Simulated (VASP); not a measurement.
All values below come from r2SCAN meta-GGA, VASP's PBE PAW potentials (set 64) (plane waves; VASP).

The input files of a VASP run:

**POSCAR**
```
RuTe
1
    0.0000000000     3.0672000000     3.0672000000
    3.0672000000     0.0000000000     3.0672000000
    3.0672000000     3.0672000000     0.0000000000
Ru Te
1 1
Direct
  0.0000000000   0.0000000000   0.0000000000
  0.5000000000   0.5000000000   0.5000000000
```

**KPOINTS**
```
Automatic mesh
0
Gamma
9 9 9
0 0 0
```

### INCAR
```
ALGO = Normal
EDIFF = 1E-6
EDIFFG = -0.01
ENCUT = 400
IBRION = 2
ISIF = 3
ISMEAR = 1
LASPH = .TRUE.
LCHARG = .FALSE.
LMAXMIX = 4
LMIXTAU = .TRUE.
LREAL = .FALSE.
LWAVE = .FALSE.
METAGGA = R2SCAN
NELM = 100
NSW = 60
PREC = Accurate
SIGMA = 0.1
SYSTEM = RuTe
```

POTCAR, in this order: Ru_pv Te (PBE.64 set). Program: vasp_std.

The resulting files:

OUTCAR:
```
 ion  position               nearest neighbor table
   1  0.000  0.000  0.000-   2 3.07   2 3.07   2 3.07   2 3.07   2 3.07   2 3.07
   2  0.500  0.500  0.500-   1 3.07   1 3.07   1 3.07   1 3.07   1 3.07   1 3.07
  LATTYP: Found a face centered cubic cell.
 ALAT       =     6.1344000000
 Subroutine PRICEL returns:
 Original cell was already a primitive cell.
 Subroutine GETGRP returns: Found 48 space group operations
The static configuration has the point symmetry O_h .
The dynamic configuration has the point symmetry O_h .
 Subroutine INISYM returns: Found 48 space group operations
 Subroutine IBZKPT returns following result:
 Found     35 irreducible k-points:

 Following reciprocal coordinates:
            Coordinates               Weight
  0.000000  0.000000  0.000000      1.000000
  0.111111  0.000000  0.000000      8.000000
  0.222222  0.000000  0.000000      8.000000
  0.333333  0.000000  0.000000      8.000000
  0.444444  0.000000  0.000000      8.000000
  0.111111  0.111111  0.000000      6.000000
  0.222222  0.111111  0.000000     24.000000
  0.333333  0.111111  0.000000     24.000000
  0.444444  0.111111  0.000000     24.000000
 -0.444444  0.111111  0.000000     24.000000
 -0.333333  0.111111  0.000000     24.000000
 -0.222222  0.111111  0.000000     24.000000
 -0.111111  0.111111  0.000000     12.000000
  0.222222  0.222222  0.000000      6.000000
  0.333333  0.222222  0.000000     24.000000
  0.444444  0.222222  0.000000     24.000000
 -0.444444  0.222222  0.000000     24.000000
 -0.333333  0.222222  0.000000     24.000000
 -0.222222  0.222222  0.000000     12.000000
  0.333333  0.333333  0.000000      6.000000
  0.444444  0.333333  0.000000     24.000000
 -0.444444  0.333333  0.000000     24.000000
 -0.333333  0.333333  0.000000     12.000000
  0.444444  0.444444  0.000000      6.000000
...
```

**OSZICAR**
```
...
DAV:   7    -0.483615673586E+02   -0.22631E-01   -0.47995E-01  1016   0.791E+00    0.263E+00
DAV:   8    -0.482935072498E+02    0.68060E-01   -0.19041E-01  1136   0.325E+00    0.155E+00
DAV:   9    -0.481688926795E+02    0.12461E+00   -0.49232E-01  1064   0.552E+00    0.666E-01
DAV:  10    -0.483355536776E+02   -0.16666E+00   -0.39368E-01  1058   0.523E+00    0.384E-01
DAV:  11    -0.484113720845E+02   -0.75818E-01   -0.96385E-02  1040   0.233E+00    0.196E-01
DAV:  12    -0.484154507705E+02   -0.40787E-02   -0.29036E-03  1196   0.465E-01    0.101E-01
DAV:  13    -0.484226922288E+02   -0.72415E-02   -0.35762E-03  1082   0.481E-01    0.576E-02
DAV:  14    -0.484223209654E+02    0.37126E-03   -0.25240E-03  1124   0.428E-01    0.362E-02
DAV:  15    -0.484230939042E+02   -0.77294E-03   -0.23797E-04  1034   0.139E-01    0.253E-02
DAV:  16    -0.484233216869E+02   -0.22778E-03   -0.80974E-05  1136   0.711E-02    0.175E-02
DAV:  17    -0.484233444208E+02   -0.22734E-04   -0.10102E-05  1064   0.302E-02    0.991E-03
DAV:  18    -0.484233883822E+02   -0.43961E-04   -0.46857E-05  1100   0.600E-02    0.154E-03
DAV:  19    -0.484233890612E+02   -0.67906E-06   -0.17182E-06   902   0.126E-02
   1 F= -.48423389E+02 E0= -.48424131E+02  d E =-.484234E+02
       N       E                     dE             d eps       ncg     rms          rms(c)
DAV:   1    -0.129060779182E+03   -0.80637E+02   -0.15121E+03   980   0.403E+02    0.109E+02
DAV:   2    -0.529651391262E+02    0.76096E+02   -0.27621E+02  1004   0.188E+02    0.317E+01
DAV:   3    -0.507584927869E+02    0.22066E+01   -0.91942E+00  1118   0.322E+01    0.145E+01
DAV:   4    -0.493545628202E+02    0.14039E+01   -0.10152E+01  1076   0.325E+01    0.165E+01
DAV:   5    -0.493679318234E+02   -0.13369E-01   -0.52413E-01  1058   0.822E+00    0.131E+01
DAV:   6    -0.493320834704E+02    0.35848E-01   -0.34383E-02  1148   0.195E+00    0.172E+01
DAV:   7    -0.494016329621E+02   -0.69549E-01   -0.20750E-01  1250   0.433E+00    0.190E+00
DAV:   8    -0.494251204480E+02   -0.23487E-01   -0.35748E-02  1142   0.190E+00    0.539E-01
DAV:   9    -0.494191198746E+02    0.60006E-02   -0.26021E-03  1310   0.483E-01    0.668E-01
DAV:  10    -0.494260466494E+02   -0.69268E-02   -0.24358E-03  1046   0.532E-01    0.366E-01
DAV:  11    -0.494263838058E+02   -0.33716E-03   -0.34705E-04  1190   0.191E-01    0.135E-01
DAV:  12    -0.494263710885E+02    0.12717E-04   -0.38810E-05  1136   0.675E-02    0.957E-02
DAV:  13    -0.494263717661E+02   -0.67765E-06   -0.61219E-05  1064   0.810E-02    0.120E-02
DAV:  14    -0.494263890938E+02   -0.17328E-04   -0.13957E-05  1034   0.415E-02    0.185E-02
DAV:  15    -0.494263893821E+02   -0.28833E-06   -0.17924E-07   754   0.429E-03
   2 F= -.49426389E+02 E0= -.49426069E+02  d E =-.100300E+01
       N       E                     dE             d eps       ncg     rms          rms(c)
DAV:   1    -0.607490568335E+02   -0.11323E+02   -0.18029E+02   992   0.176E+02    0.306E+01
DAV:   2    -0.527949191538E+02    0.79541E+01   -0.10497E+02   998   0.998E+01    0.148E+01
DAV:   3    -0.500612268392E+02    0.27337E+01   -0.82022E+00   980   0.265E+01    0.102E+01
DAV:   4    -0.499707292718E+02    0.90498E-01   -0.32199E-01  1064   0.422E+00    0.678E+00
DAV:   5    -0.499191433427E+02    0.51586E-01   -0.15405E-01  1030   0.359E+00    0.188E+00
DAV:   6    -0.499506669830E+02   -0.31524E-01   -0.10431E-01  1088   0.270E+00    0.945E-01
DAV:   7    -0.499558733526E+02   -0.52064E-02   -0.20375E-02  1022   0.133E+00    0.805E-01
DAV:   8    -0.499580286138E+02   -0.21553E-02   -0.62522E-03  1274   0.768E-01    0.343E-01
DAV:   9    -0.499597597710E+02   -0.17312E-02   -0.29271E-03  1028   0.425E-01    0.105E-01
DAV:  10    -0.499597586046E+02    0.11664E-05   -0.10845E-04  1060   0.912E-02    0.391E-02
DAV:  11    -0.499597750806E+02   -0.16476E-04   -0.31292E-05  1172   0.479E-02    0.122E-02
DAV:  12    -0.499597747652E+02    0.31537E-06   -0.34996E-06  1112   0.173E-02
   3 F= -.49959775E+02 E0= -.49958820E+02  d E =-.153639E+01
       N       E                     dE             d eps       ncg     rms          rms(c)
DAV:   1    -0.499806903018E+02   -0.20915E-01   -0.34081E-01   992   0.721E+00    0.113E+00
DAV:   2    -0.499646294214E+02    0.16061E-01   -0.12058E-01   986   0.379E+00    0.458E-01
DAV:   3    -0.499612279810E+02    0.34014E-02   -0.10265E-02   992   0.110E+00    0.127E-01
DAV:   4    -0.499610259389E+02    0.20204E-03   -0.12102E-03  1030   0.282E-01    0.556E-02
DAV:   5    -0.499610375726E+02   -0.11634E-04   -0.96727E-05  1022   0.104E-01    0.468E-02
DAV:   6    -0.499610025806E+02    0.34992E-04   -0.21081E-04  1094   0.123E-01    0.201E-02
DAV:   7    -0.499610740873E+02   -0.71507E-04   -0.81407E-05  1028   0.810E-02    0.340E-03
DAV:   8    -0.499610763026E+02   -0.22153E-05   -0.26112E-06  1172   0.149E-02    0.318E-03
DAV:   9    -0.499610756867E+02    0.61598E-06   -0.26773E-07   514   0.554E-03
   4 F= -.49961076E+02 E0= -.49960124E+02  d E =-.153769E+01
       N       E                     dE             d eps       ncg     rms          rms(c)
DAV:   1    -0.499808937842E+02   -0.19817E-01   -0.35605E-01   992   0.739E+00    0.116E+00
DAV:   2    -0.499641252326E+02    0.16769E-01   -0.12540E-01   986   0.387E+00    0.469E-01
DAV:   3    -0.499605981594E+02    0.35271E-02   -0.10655E-02   992   0.112E+00    0.130E-01
DAV:   4    -0.499603881650E+02    0.20999E-03   -0.12571E-03  1030   0.288E-01    0.578E-02
DAV:   5    -0.499604007128E+02   -0.12548E-04   -0.98562E-05  1022   0.106E-01    0.486E-02
DAV:   6    -0.499603602505E+02    0.40462E-04   -0.22291E-04  1094   0.127E-01    0.205E-02
DAV:   7    -0.499604373597E+02   -0.77109E-04   -0.88787E-05  1028   0.850E-02    0.353E-03
DAV:   8    -0.499604398381E+02   -0.24783E-05   -0.28668E-06  1178   0.156E-02    0.332E-03
DAV:   9    -0.499604391867E+02    0.65137E-06   -0.25740E-07   526   0.553E-03
   5 F= -.49960439E+02 E0= -.49959492E+02  d E =-.153705E+01
       N       E                     dE             d eps       ncg     rms          rms(c)
DAV:   1    -0.500331584651E+02   -0.72719E-01   -0.12383E+00   992   0.138E+01    0.213E+00
DAV:   2    -0.499756147962E+02    0.57544E-01   -0.46888E-01   986   0.757E+00    0.906E-01
DAV:   3    -0.499608324752E+02    0.14782E-01   -0.41323E-02   992   0.219E+00    0.268E-01
DAV:   4    -0.499599479594E+02    0.88452E-03   -0.56753E-03  1006   0.472E-01    0.111E-01
DAV:   5    -0.499598799427E+02    0.68017E-04   -0.10232E-03  1010   0.359E-01    0.930E-02
DAV:   6    -0.499599800257E+02   -0.10008E-03   -0.37355E-04  1064   0.175E-01    0.564E-02
DAV:   7    -0.499599954784E+02   -0.15453E-04   -0.86649E-05  1136   0.907E-02    0.118E-02
DAV:   8    -0.499600242772E+02   -0.28799E-04   -0.17525E-05  1034   0.389E-02    0.737E-03
DAV:   9    -0.499600270694E+02   -0.27922E-05   -0.53805E-06  1196   0.188E-02    0.378E-03
DAV:  10    -0.499600275358E+02   -0.46639E-06   -0.88525E-07   508   0.917E-03
   6 F= -.49960028E+02 E0= -.49959073E+02  d E =0.411651E-03
       N       E                     dE             d eps       ncg     rms          rms(c)
DAV:   1    -0.499836802003E+02   -0.23653E-01   -0.39286E-01   992   0.774E+00    0.122E+00
DAV:   2    -0.499651780894E+02    0.18502E-01   -0.13855E-01   986   0.406E+00    0.491E-01
DAV:   3    -0.499612846819E+02    0.38934E-02   -0.11771E-02   992   0.117E+00    0.136E-01
DAV:   4    -0.499610530459E+02    0.23164E-03   -0.13916E-03  1030   0.304E-01    0.603E-02
DAV:   5    -0.499610661664E+02   -0.13121E-04   -0.10950E-04  1022   0.111E-01    0.506E-02
DAV:   6    -0.499610221114E+02    0.44055E-04   -0.24795E-04  1094   0.133E-01    0.214E-02
DAV:   7    -0.499611072425E+02   -0.85131E-04   -0.97436E-05  1028   0.885E-02    0.366E-03
DAV:   8    -0.499611098970E+02   -0.26545E-05   -0.30634E-06  1184   0.161E-02    0.341E-03
DAV:   9    -0.499611092171E+02    0.67994E-06   -0.28761E-07   532   0.585E-03
   7 F= -.49961109E+02 E0= -.49960158E+02  d E =-.670030E-03
```

File OUTCAR:
```
------------------------ aborting loop because EDIFF is reached ----------------------------------------
  FORCE on cell =-STRESS in cart. coord.  units (eV):
  Direction    XX          YY          ZZ          XY          YZ          ZX
  --------------------------------------------------------------------------------------
  Total        0.0064759      0.0064759      0.0064759      0.0000000     -0.0000000      0.0000000
  in kB        0.2602986      0.2602986      0.2602986      0.0000000     -0.0000000      0.0000000
  external PRESSURE =       0.2602986 kB  Pullay stress =       0.0000000 kB
  volume of cell :       39.86
      direct lattice vectors                 reciprocal lattice vectors
    -0.000000000  2.711247589  2.711247589    -0.184416946  0.184416946  0.184416946
     2.711247589  0.000000000  2.711247589     0.184416946 -0.184416946  0.184416946
     2.711247589  2.711247589  0.000000000     0.184416946  0.184416946 -0.184416946
 POSITION                                       TOTAL-FORCE (eV/Angst)
 -----------------------------------------------------------------------------------
      0.00000      0.00000      0.00000        -0.000000      0.000000      0.000000
      2.71125      2.71125      2.71125         0.000000     -0.000000     -0.000000
 -----------------------------------------------------------------------------------
    total drift:                               -0.000000      0.000000      0.000000
  FREE ENERGIE OF THE ION-ELECTRON SYSTEM (eV)
  ---------------------------------------------------
  free  energy   TOTEN  =       -49.9611092171 eV

  energy  without entropy=      -49.9582567565  energy(sigma->0) =      -49.96015840

 reached required accuracy - stopping structural energy minimisation
```
(Selected blocks of OUTCAR.)

CONTCAR:
```
RuTe
   1.00000000000000
    -0.0000000000000000    2.7112475890394832    2.7112475890394832
     2.7112475890394832    0.0000000000000000    2.7112475890394832
     2.7112475890394832    2.7112475890394832    0.0000000000000000
  Ru              Te
     1     1
Direct
     0.0000000000000000    0.0000000000000000    0.0000000000000000
     0.5000000000000000    0.5000000000000000    0.5000000000000000
```

OUTCAR:
```
 val. band max:       10.0821970035   @ k =  -0.3333   0.4444   0.2222

 cond. band min:      10.0960465609   @ k =   0.3333   0.3333   0.0000


 Fermi energy:        10.0840215011

 k-point     1 :       0.0000    0.0000    0.0000
  band No.  band energies     occupation
      1     -33.1571      2.00000
      2     -33.1571      2.00000
      3     -33.1571      2.00000
      4      -4.1675      2.00000
      5       8.0546      2.00000
      6       8.0546      2.00000
      7       8.0546      2.00000
      8       8.3560      2.00000
      9       8.3560      2.00000
     10       9.6887      2.00000
     11       9.6887      2.00000
     12       9.6887      2.00000
     13      15.8765      0.00000
     14      18.6647      0.00000

 k-point     2 :       0.1111    0.0000    0.0000
  band No.  band energies     occupation
      1     -33.1606      2.00000
      2     -33.1572      2.00000
      3     -33.1572      2.00000
      4      -3.9973      2.00000
      5       7.4090      2.00000
      6       7.5365      2.00000
      7       7.5365      2.00000
      8       8.2135      2.00000
      9       8.2135      2.00000
     10       9.4992      2.00000
     11      10.6335     -0.00000
     12      10.6335     -0.00000
     13      16.6654      0.00000
     14      18.4679      0.00000

 k-point     3 :       0.2222    0.0000    0.0000
  band No.  band energies     occupation
      1     -33.1694      2.00000
      2     -33.1573      2.00000
      3     -33.1573      2.00000
      4      -3.5136      2.00000
      5       5.8334      2.00000
      6       6.5903      2.00000
      7       6.5903      2.00000
      8       8.4921      2.00000
      9       8.4921      2.00000
     10       9.4323      2.00000
     11      12.0808     -0.00000
     12      12.0808     -0.00000
     13      16.5112      0.00000
     14      19.1796      0.00000

 k-point     4 :       0.3333    0.0000    0.0000
  band No.  band energies     occupation
...
```

Energy and stress use the plane-wave basis of the starting cell. Unless said otherwise, spin-orbit coupling is left out, though it shifts the bands of the heavy elements here.

The structure was generated: RuTe was put into the rock salt type (Fm-3m), which need not be its known phase. This run relaxes it. Symmetry was kept, so distortions that lower it aren't found.
